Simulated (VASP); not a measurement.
All values below come from vdW-DF2, VASP's PBE PAW potentials (set 64) (plane waves; VASP).

VASP input:

File POSCAR:
```
Ge
1
    0.0000000000     3.0106476338     3.0106476338
    3.0106476338     0.0000000000     3.0106476338
    3.0106476338     3.0106476338     0.0000000000
Ge
2
Direct
  0.0000000000   0.0000000000   0.0000000000
  0.2500000000   0.2500000000   0.2500000000
```

**KPOINTS**
```
Automatic
0
G
  11 11 11
```

### INCAR
```
SYSTEM = Ge
PREC = Accurate
ENCUT = 520
EDIFF = 1E-7
NELM = 100
ALGO = Normal
LREAL = .FALSE.
LASPH = .TRUE.
ISMEAR = 1
SIGMA = 0.1
GGA = ML
ZAB_VDW = -1.8867
LUSE_VDW = .TRUE.
AGGAC = 0.0
LMAXMIX = 4
LWAVE = .FALSE.
LCHARG = .FALSE.
ISIF = 2
```

POTCAR, in this order: Ge_d (PBE.64 set). Program: vasp_std.

Output of the run:

File OSZICAR:
```
       N       E                     dE             d eps       ncg     rms          rms(c)
DAV:   1     0.176471684729E+03    0.17647E+03   -0.15681E+04  2038   0.399E+03
DAV:   2     0.210980626964E+02   -0.15537E+03   -0.15311E+03  2016   0.544E+02
DAV:   3    -0.991397799853E+00   -0.22089E+02   -0.21965E+02  2262   0.154E+02
DAV:   4    -0.175469254962E+01   -0.76329E+00   -0.76149E+00  2286   0.322E+01
DAV:   5    -0.176955870649E+01   -0.14866E-01   -0.14864E-01  2268   0.477E+00    0.205E+00
DAV:   6    -0.171944472686E+01    0.50114E-01   -0.51631E-02  2326   0.142E+00    0.127E+00
DAV:   7    -0.168877830144E+01    0.30666E-01   -0.13488E-01  2572   0.212E+00    0.152E-01
DAV:   8    -0.168926724638E+01   -0.48894E-03   -0.47714E-03  2168   0.675E-01    0.593E-02
DAV:   9    -0.168921770378E+01    0.49543E-04   -0.62384E-04  2498   0.181E-01    0.124E-02
DAV:  10    -0.168921895818E+01   -0.12544E-05   -0.28827E-05  2148   0.802E-02    0.554E-03
DAV:  11    -0.168922104435E+01   -0.20862E-05   -0.46308E-06  2250   0.282E-02    0.180E-03
DAV:  12    -0.168922139616E+01   -0.35181E-06   -0.35498E-07  1794   0.967E-03    0.281E-04
DAV:  13    -0.168922140100E+01   -0.48349E-08   -0.21869E-08  1068   0.196E-03
   1 F= -.16892214E+01 E0= -.16890711E+01  d E =-.450993E-03
```

### OUTCAR
```
------------------------ aborting loop because EDIFF is reached ----------------------------------------
  FORCE on cell =-STRESS in cart. coord.  units (eV):
  Direction    XX          YY          ZZ          XY          YZ          ZX
  --------------------------------------------------------------------------------------
  Total       -0.3956185     -0.3956185     -0.3956185      0.0000000      0.0000000     -0.0000000
  in kB      -11.6138827    -11.6138827    -11.6138827      0.0000000      0.0000000     -0.0000000
  external PRESSURE =     -11.6138827 kB  Pullay stress =       0.0000000 kB
  volume of cell :       54.58
      direct lattice vectors                 reciprocal lattice vectors
     0.000000000  3.010647634  3.010647634    -0.166077224  0.166077224  0.166077224
     3.010647634  0.000000000  3.010647634     0.166077224 -0.166077224  0.166077224
     3.010647634  3.010647634  0.000000000     0.166077224  0.166077224 -0.166077224
 POSITION                                       TOTAL-FORCE (eV/Angst)
 -----------------------------------------------------------------------------------
      0.00000      0.00000      0.00000        -0.000000     -0.000000     -0.000000
      1.50532      1.50532      1.50532         0.000000      0.000000      0.000000
 -----------------------------------------------------------------------------------
    total drift:                               -0.000000      0.000000      0.000000
  FREE ENERGIE OF THE ION-ELECTRON SYSTEM (eV)
  ---------------------------------------------------
  free  energy   TOTEN  =        -1.6892214010 eV

  energy  without entropy=       -1.6887704082  energy(sigma->0) =       -1.68907107
```
(Selected blocks of OUTCAR.)

The compound is Ge in the diamond structure. This cell is one point of a volume scan, at 1.03 of the reference volume.
